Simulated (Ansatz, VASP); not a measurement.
## MgBeTe3 in VASP and in Ansatz

```xyz
5
Lattice="3.5858 -3.5798 0.0000 3.5858 3.5798 0.0000 -0.0143 0.0000 5.0650" Properties=species:S:1:pos:R:3 pbc="T T T"
Mg    3.5892    0.0000    2.4570
Be    0.0168    0.0000    0.0073
Te    1.8060   -1.8090    2.4422
Te    3.5267    0.0000    4.9888
Te    1.8060    1.8090    2.4422
```

Change from the starting cell: species swapped into the TlAgBr3 type (Cm, No. 8).

Alike in both runs: task single point; functional PBE; k mesh 4 × 4 × 4; occupations gaussian, width 0.1 eV; no spin polarisation.

```csv
,VASP,Ansatz
version,VASP 6.6.1,Ansatz 0.2.0
potentials or method,"VASP PAW PBE potentials, release 64 (Mg, Be, Te)","scalar-relativistic, plane waves, PAW"
plane-wave cutoff (eV),520,420
valence electrons in the cell,22,60
```

|  | VASP | Ansatz | Ansatz less VASP |
| --- | --- | --- | --- |
| gap on the k mesh at the Fermi level (eV) | none | none | - |
| pressure (GPa) | 9.9 | 9.9 | -0.05 |
| largest component of the traceless stress (GPa) | 0.10 | 0.10 | -0.001 |
| rms of the force components (eV/Å) | 0.085 | 0.085 | -0.0002 |

Atom by atom the forces differ by 0.001 eV/Å (rms over components). A gap of «none» marks a metal or a gap that the smearing closes. The two sets of potentials don't hold the same shells in valence.

The runs have no spin-orbit coupling, so splittings on Te are missing.
